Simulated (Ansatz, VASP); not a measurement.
**C (amorphous carbon): VASP beside Ansatz**

Aim: how closely do two programs agree when they are given the same cell, functional and k mesh? The cell is taken from a series of runs on this material, whose earlier steps may have relaxed, scaled, displaced or heated it; both programs get it as it stands.

Main program and level: Ansatz 0.2.0; plane waves, with VASP 6.6.1 beside it; revPBE.

## 1. The starting structure

The cell holds 160 atoms: 160 C. Its edges and angles: a = 10.790 Å, b = 11.049 Å, c = 10.966 Å, α = 88.7°, β = 90.3°, γ = 85.9°. As first built, before any earlier steps moved the atoms or strained the cell (in the runner's words): 160 atoms (160 C) placed at random at 2.49 g/cm^3, melted at 5500 K for 10 ps at fixed volume with the LCBOP (Los and Fasolino, Phys. Rev. B 68, 024107 (2003)). Quenched from 5500 K to 700 K at 500 K/ps and fixed volume, held 5 ps.

## 2. VASP: single point, revPBE

With cell and atoms fixed, the geometry can't cause a difference; cores, projectors, grids and the points listed under the comparison can.

Lines of VASP's logs that name or quote its potential files are left out, and so is its time.

Contents of INCAR:

```
SYSTEM = C
PREC = Accurate
ENCUT = 600
EDIFF = 1E-06
NELM = 120
ISMEAR = 0
SIGMA = 0.05
LREAL = Auto
ALGO = Normal
GGA = RE
NBANDS = 432
LORBIT = 11
LWAVE = .FALSE.
LCHARG = .FALSE.
ISIF = 2
LASPH = .TRUE.
GGA_COMPAT = .FALSE.
EFERMI = MIDGAP
```

Contents of POSCAR:

```
C
1.0
   10.7833300000      0.3868300000     -0.0263500000
    0.3868300000     11.0414100000      0.1262300000
   -0.0263500000      0.1262300000     10.9651000000
C
160
Direct
    0.6990200000      0.6327000000      0.1905000000
    0.8208600000      0.0781800000      0.8072600000
    0.1754400000      0.1261000000      0.8970800000
    0.6209300000      0.2677800000      0.4660200000
    0.1774400000      0.2458300000      0.6874700000
    0.3723000000      0.8463600000      0.0407700000
    0.5885000000      0.6230100000      0.6338600000
    0.2332500000      0.7420700000      0.2634900000
    0.4302100000      0.6586600000      0.3090500000
    0.1681000000      0.0812200000      0.1277700000
    0.4679800000      0.5929900000      0.6733600000
    0.5985200000      0.1162000000      0.9686600000
    0.7426800000      0.9824100000      0.5616900000
    0.6268300000      0.7982000000      0.4926200000
    0.6610200000      0.8902200000      0.0454000000
    0.9501800000      0.5541600000      0.7605300000
    0.9507400000      0.0837000000      0.5629200000
    0.8090700000      0.0944500000      0.3821300000
    0.7863300000      0.3365800000      0.7892600000
    0.1257900000      0.4435800000      0.5714400000
    0.4021000000      0.7907200000      0.5659900000
    0.9126100000      0.9833800000      0.7668400000
    0.4757600000      0.7549000000      0.9833800000
    0.4785900000      0.9873300000      0.7535700000
    0.1371700000      0.1837300000      0.4741700000
    0.5091700000      0.3576600000      0.0129300000
    0.1845300000      0.2897700000      0.2606900000
    0.3404600000      0.0101900000      0.7639500000
    0.5586700000      0.2930200000      0.1248900000
    0.5367400000      0.0405100000      0.6565700000
[... 124 atom lines left out ...]
    0.3781100000      0.2993700000      0.9679800000
    0.6733000000      0.3567700000      0.8506600000
    0.2450000000      0.8392500000      0.0002000000
    0.1992600000      0.1622100000      0.3471200000
    0.8047000000      0.3111800000      0.5682100000
    0.2566000000      0.9610200000      0.6755900000
```

Contents of KPOINTS:

```
Automatic mesh
0
Gamma
1 1 1
0 0 0
```

The projector-augmented-wave data sets are C (PBE family, release 64).

On the command line:

```bash
> export OMP_NUM_THREADS=3
> mpirun -np 1 vasp_gam
```

Numbers of over 12 decimals in the logs are rounded to 6 here.

The program printed:

```text
[banner, memory and clock lines left out]
running    1 mpi-ranks, on    1 nodes
[...]
Offloading initialized ...    1 GPUs detected
[...]
|                                                                             |
|               ----> ADVICE to this user running VASP <----                  |
|                                                                             |
|     You enforced a specific xc type in the INCAR file but a different       |
|     [... a line on the potential file left out ...]
|     I HOPE YOU KNOW WHAT YOU ARE DOING!                                     |
|                                                                             |

 LDA part: xc-table for (Slater+PW92), standard interpolation
 POSCAR, INCAR and KPOINTS ok, starting setup
[...]
entering main loop
       N       E                     dE             d eps       ncg     rms          rms(c)
DAV:   1     0.475227686502E+04    0.47523E+04   -0.40968E+05   872   0.167E+03
DAV:   2    -0.881966050680E+03   -0.56342E+04   -0.52812E+04  1088   0.353E+02
DAV:   3    -0.133314899908E+04   -0.45118E+03   -0.43457E+03  1040   0.965E+01
DAV:   4    -0.134582391298E+04   -0.12675E+02   -0.12553E+02  1008   0.173E+01
[...]
DAV:  18    -0.127705233503E+04   -0.10846E-04   -0.14735E-05   976   0.635E-03    0.500E-03
DAV:  19    -0.127705233791E+04   -0.28748E-05   -0.50745E-06   888   0.365E-03    0.198E-03
DAV:  20    -0.127705233830E+04   -0.39613E-06   -0.73089E-07   536   0.153E-03
   1 F= -.12770523E+04 E0= -.12770521E+04  d E =-.429890E-03
```

OUTCAR, selected parts (step 2):

```text
  FREE ENERGIE OF THE ION-ELECTRON SYSTEM (eV)
  ---------------------------------------------------
  free  energy   TOTEN  =     -1277.0523383020 eV

  energy  without entropy=    -1277.0519084124  energy(sigma->0) =    -1277.05212336
```

The run ends at a pressure of -0.11 GPa, with forces up to 0.070 eV/Å.

## 3. Ansatz: single point, revPBE

Ansatz runs on its default PAW (the set named soft_2) files.

The same cell, functional, mesh and smearing now go to Ansatz, which takes its cutoff from its data sets.

Contents of input.yaml:

```yaml
crystal:
  lattice:
    - [10.78333, 0.38683, -0.02635]
    - [0.38683, 11.04141, 0.12623]
    - [-0.02635, 0.12623, 10.9651]
  atoms:
    - { symbol: C, position: [0.69902, 0.6327, 0.1905] }
    - { symbol: C, position: [0.82086, 0.07818, 0.80726] }
    - { symbol: C, position: [0.17544, 0.1261, 0.89708] }
    - { symbol: C, position: [0.62093, 0.26778, 0.46602] }
    - { symbol: C, position: [0.17744, 0.24583, 0.68747] }
    - { symbol: C, position: [0.3723, 0.84636, 0.04077] }
    - { symbol: C, position: [0.5885, 0.62301, 0.63386] }
    - { symbol: C, position: [0.23325, 0.74207, 0.26349] }
    - { symbol: C, position: [0.43021, 0.65866, 0.30905] }
    - { symbol: C, position: [0.1681, 0.08122, 0.12777] }
    - { symbol: C, position: [0.46798, 0.59299, 0.67336] }
    - { symbol: C, position: [0.59852, 0.1162, 0.96866] }
    - { symbol: C, position: [0.74268, 0.98241, 0.56169] }
    - { symbol: C, position: [0.62683, 0.7982, 0.49262] }
    - { symbol: C, position: [0.66102, 0.89022, 0.0454] }
    - { symbol: C, position: [0.95018, 0.55416, 0.76053] }
    - { symbol: C, position: [0.95074, 0.0837, 0.56292] }
    - { symbol: C, position: [0.80907, 0.09445, 0.38213] }
    - { symbol: C, position: [0.78633, 0.33658, 0.78926] }
    - { symbol: C, position: [0.12579, 0.44358, 0.57144] }
    - { symbol: C, position: [0.4021, 0.79072, 0.56599] }
    - { symbol: C, position: [0.91261, 0.98338, 0.76684] }
    - { symbol: C, position: [0.47576, 0.7549, 0.98338] }
    - { symbol: C, position: [0.47859, 0.98733, 0.75357] }
    - { symbol: C, position: [0.13717, 0.18373, 0.47417] }
    - { symbol: C, position: [0.50917, 0.35766, 0.01293] }
    - { symbol: C, position: [0.18453, 0.28977, 0.26069] }
    - { symbol: C, position: [0.34046, 0.01019, 0.76395] }
    - { symbol: C, position: [0.55867, 0.29302, 0.12489] }
    - { symbol: C, position: [0.53674, 0.04051, 0.65657] }
[... 124 atom lines left out ...]
    - { symbol: C, position: [0.37811, 0.29937, 0.96798] }
    - { symbol: C, position: [0.6733, 0.35677, 0.85066] }
    - { symbol: C, position: [0.245, 0.83925, 0.0002] }
    - { symbol: C, position: [0.19926, 0.16221, 0.34712] }
    - { symbol: C, position: [0.8047, 0.31118, 0.56821] }
    - { symbol: C, position: [0.2566, 0.96102, 0.67559] }
kpoints:
  mp_grid: { grid: [1, 1, 1] }
hamiltonian:
  xc: revpbe
scf:
  occupations: { method: gaussian, width: 0.05 }
output:
  forces: true
  stress: true
  populations: intrinsic
  dos:
    method: { smearing: { sigma: 0.15 } }
    de: 0.1
    projected: { site_lists: { C: [C] } }
  eigenvalues: true
  write_density: true
  write_potential: true
  volumetric_format: npy
  elf: true
```

On the command line:

```bash
> ansatz run input.yaml --threads 4 --pin off --max-ram 8192MiB --backend cpu --events-out ev --progress --plain --runs-dir out
```

The program printed:

```text
Engine: ansatz 0.2.0, aarch64-unknown-linux-gnu
Pseudopotentials: kind: paw
Pseudopotential: C, paw, valence charge 4, recommended cutoff 420 eV (normal), C.paw.azcp
Functional definition: revPBE
  parameter kappa = 1.245
  parameter beta = 0.066725
  exchange = pbe_x(kappa = kappa, mu = beta*pi^2/3)
  correlation = pbe_c(beta = beta)
Crystal: 160 atoms, lattice volume = 1303.717 Å³
Basis set: ecut = 420 eV, 25501 PW (Γ), exchange–correlation on 150×150×150 points (8 copies of the dense FFT grid, shifted against one another)
Bands: 480, of which v1, the nominal top of the filled ones, is band 320 counted from 1 (319 counted from 0)
Symmetry: 1 space group operations
Space group: P1 (ITA 1), of the structure as read, at distance tolerance 1.1e-4 Å
k-points: 1
Non-local potential: C, projectors of the file, l = 0: 2, l = 1: 2, l = 2: 1
PAW form: soft (Blöchl's): semilocal exchange-correlation on the pseudo side does not see the compensation charge
PAW frozen core: C, regenerated for the run's functional, and the local potential with it (the file was generated under x = pbe(κ = 0.804, μ = 0.219515), c = pbe(β = 0.066725))
PAW one-centre angular grid: C, 110 points (default); XC on 64 Gauss nodes
Initial density: superposition of atomic densities (neutral atoms: chi_scale 0, normalization atom), corrected by the library's trained network
Initial wavefunctions: pseudopotential atomic-orbital guess
Functional: x = revpbe(κ = 1.245, μ = 0.219515), c = pbe(β = 0.066725)
SCF iter   1: F=—  HF=-40160.261595 eV  |F-HF|=—  |Δ(HF+E_count)|=         —  Δρ=1.44e-2  dr2=4.27e0  ethr=1.77e-3  ⟨swp⟩=5.0  Hψ=1932  notcnv=0  defer=123
preconditioner: auto → Resta (q_TF=auto, 2.423 Å⁻¹)  ε∞=4.3  [insulator: Δε(μ)=0.261 eV  Ē_g=14.400 eV  σ=0.050 eV  W_gap=1.00  n_scr=306 (ndim 8)  ℏωp=26.0 eV  f_vac=0.012  D(μ)=0.05/eV (n_scr^D=0)  ε∞_Penn≈4.3]
SCF iter   2: F=—  HF=-40159.899092 eV  |F-HF|=—  |Δ(HF+E_count)|=   3.63e-1  Δρ=8.92e-3  dr2=2.58e0  ethr=6.67e-4  ⟨swp⟩=2.0  Hψ=563  notcnv=0  defer=148
SCF iter   3: F=—  HF=-40159.785637 eV  |F-HF|=—  |Δ(HF+E_count)|=   1.13e-1  Δρ=5.78e-3  dr2=1.00e0  ethr=4.02e-4  ⟨swp⟩=2.0  Hψ=392  notcnv=0  defer=148
SCF iter   4: F=—  HF=-40159.742065 eV  |F-HF|=—  |Δ(HF+E_count)|=   4.36e-2  Δρ=3.02e-3  dr2=1.71e-1  ethr=1.57e-4  ⟨swp⟩=2.0  Hψ=354  notcnv=0  defer=148
SCF iter   5: F=—  HF=-40159.735378 eV  |F-HF|=—  |Δ(HF+E_count)|=   6.69e-3  Δρ=1.33e-3  dr2=5.67e-2  ethr=2.67e-5  ⟨swp⟩=2.0  Hψ=544  notcnv=0  defer=148
SCF iter   6: F=—  HF=-40159.734452 eV  |F-HF|=—  |Δ(HF+E_count)|=   9.26e-4  Δρ=4.85e-4  dr2=4.08e-3  ethr=8.86e-6  ⟨swp⟩=2.0  Hψ=362  notcnv=0  defer=148
SCF iter   7: F=—  HF=-40159.735808 eV  |F-HF|=—  |Δ(HF+E_count)|=   1.36e-3  Δρ=2.95e-4  dr2=1.70e-3  ethr=6.38e-7  ⟨swp⟩=2.0  Hψ=551  notcnv=0  defer=148
SCF iter   8: F=—  HF=-40159.736509 eV  |F-HF|=—  |Δ(HF+E_count)|=   7.01e-4  Δρ=1.77e-4  dr2=1.02e-3  ethr=2.66e-7  ⟨swp⟩=3.0  Hψ=680  notcnv=0  defer=148
SCF iter   9: F=—  HF=-40159.736768 eV  |F-HF|=—  |Δ(HF+E_count)|=   2.59e-4  Δρ=6.78e-5  dr2=1.05e-4  ethr=1.59e-7  ⟨swp⟩=2.0  Hψ=378  notcnv=0  defer=148
SCF iter  10: F=—  HF=-40159.736853 eV  |F-HF|=—  |Δ(HF+E_count)|=   8.43e-5  Δρ=3.51e-5  dr2=2.13e-5  ethr=1.64e-8  ⟨swp⟩=2.0  Hψ=511  notcnv=0  defer=148
SCF iter  11: F=—  HF=-40159.736215 eV  |F-HF|=—  |Δ(HF+E_count)|=   6.37e-4  Δρ=2.13e-5  dr2=1.15e-5  ethr=3.32e-9  ⟨swp⟩=2.0  Hψ=698  notcnv=0  defer=148
SCF iter  12: F=—  HF=-40159.736224 eV  |F-HF|=—  |Δ(HF+E_count)|=   8.10e-6  Δρ=1.29e-5  dr2=5.01e-6  ethr=1.80e-9  ⟨swp⟩=2.0  Hψ=520  notcnv=0  defer=148
SCF iter  13: F=—  HF=-40159.736225 eV  |F-HF|=—  |Δ(HF+E_count)|=   1.04e-6  Δρ=6.02e-6  dr2=1.16e-6  ethr=7.82e-10  ⟨swp⟩=2.0  Hψ=550  notcnv=0  defer=148
SCF iter  14: F=—  HF=-40159.736225 eV  |F-HF|=—  |Δ(HF+E_count)|=   3.01e-7  Δρ=3.26e-6  dr2=2.54e-7  ethr=1.82e-10  ⟨swp⟩=2.0  Hψ=409  notcnv=0  defer=148
SCF iter  15: F=—  HF=-40159.736225 eV  |F-HF|=—  |Δ(HF+E_count)|=   1.41e-7  Δρ=2.11e-6  dr2=1.70e-7  ethr=1.56e-11  ⟨swp⟩=25.0  Hψ=4351  notcnv=0
SCF iter  16: F=-40159.736225 eV  HF=-40159.736225 eV  |F-HF|=3.34e-8  |Δ(HF+E_count)|=   4.63e-8  Δρ=1.26e-6  dr2=6.70e-8  ethr=1.56e-11  ⟨swp⟩=6.0  Hψ=2314  notcnv=0
SCF 1 converged in 16 iterations: F = -40159.736225 eV  dr2 = 6.70e-8
  greatest PAW one-centre occupation: 0.700 electrons in one spin orbital (limit 2), on the C atom at site 147 (counted from 0), in its partial waves of l = 0
SCF converged after 16 iterations
Free energy (F): -40159.736225 eV
Harris-Foulkes:  -40159.736225 eV  (|F-HF|=3.34e-8)
Internal energy: -40159.735798 eV  (E = F + TS)
E sigma→0 (E₀):  -40159.736012 eV
Entropy (-TS):   -0.000427 eV (-0.003 meV/atom)
Fermi energy:    8.098190 eV
--- Per-component energies (eV) ---
  E_band       = -472.370025
  E_kinetic    = 14341.684665
  E_local      = -20494.118664  (includes V_loc(G=0)·N_el)
[...]
atom 156  C      0.00009913    -0.00037830     0.00048497
  atom 157  C     -0.00041203    -0.00357686     0.00365280
  atom 158  C     -0.00841030    -0.00488691    -0.00725124
  atom 159  C      0.00069713     0.00178160     0.00835147
  atom 160  C      0.00160106    -0.00196779     0.00164187
  max |Σ_I F_I| component: 5.18e-5 eV/Å
--- Stress (GPa, compression-positive) ---
       -0.018725      -0.002563      -0.000917
       -0.002563      -0.015327       0.000315
       -0.000917       0.000316      -0.013404
  P = ⅓ Tr σ = -0.0158 GPa (-0.158 kbar)
--- Band table (eV) ---
  k-point 0: bands = [... 316 lower, 7.8136, 7.8949, 7.9110, 7.9875, 8.2099, 8.2309, 8.2830, 8.3493, ... 156 higher]
--- intrinsic populations: 160 sites ---
  site symbol       q [e]
     0      C      4.0130
     1      C      4.0368
     2      C      4.0063
     3      C      3.9753
     4      C      4.0320
     5      C      4.0207
     6      C      4.0098
     7      C      4.0435
     8      C      4.0018
     9      C      4.0048
    10      C      3.9938
    11      C      4.0029
    12      C      3.9939
    13      C      3.9855
    14      C      3.9768
    15      C      4.0242
    16      C      4.0255
    17      C      4.0347
    18      C      4.0330
    19      C      4.0069
    20      C      4.0035
    21      C      3.9567
    22      C      3.9774
    23      C      4.0226
[...]
152      C      3.9825
   153      C      3.9692
   154      C      3.9963
   155      C      3.9899
   156      C      4.0171
   157      C      3.9857
   158      C      3.9603
   159      C      4.0150
  spilling = -0.000000 (of n_electrons = 640.000000)
```

The column dr2 measures how far the density is from self-consistency, as an energy; F and HF (Harris–Foulkes) agree once it is small.

## 4. Differences

Known differences besides the potentials themselves: the cutoff is 420 eV in Ansatz and 600 eV in VASP (PREC = Accurate, projectors in real space); Ansatz makes its cores anew for this functional, VASP keeps those of its PBE data sets. Total energies have different zeros and are not compared.

Both answers:

```csv
quantity,Ansatz,VASP,difference
pressure (GPa),-0.02,-0.11,+0.10
gap on the k mesh (eV),0.222,0.222,0.000
```

The largest component of a force difference here is 58 meV/Å. A gap on the mesh is an upper bound, since the band edges may lie between its points.

## 5. Summary of results

* r.m.s. force difference (single point, revPBE): 16 meV/Å

**Reading.** The r.m.s. force difference is 16 meV/Å (single point, revPBE), beyond the 12 meV/Å picked in this series as the mark of a large difference. What causes the difference of the single point, revPBE pair stays open here. Such differences can come from data sets, numerical settings and the points named under the comparisons, not from the functional's error against experiment.

[Lines on the potential files, build, host, timing and source positions are cut from VASP's logs without a mark.]

[Logs are printed without paths, hosts, clocks, repeated set-up lines and the standing remarks that a program may print on its own settings, such as how far it seeks lower states.]

[Hosts, paths, dates, database ids (printed as entryN), source tags and the programs' standing remarks are cut or masked in the printed files.]
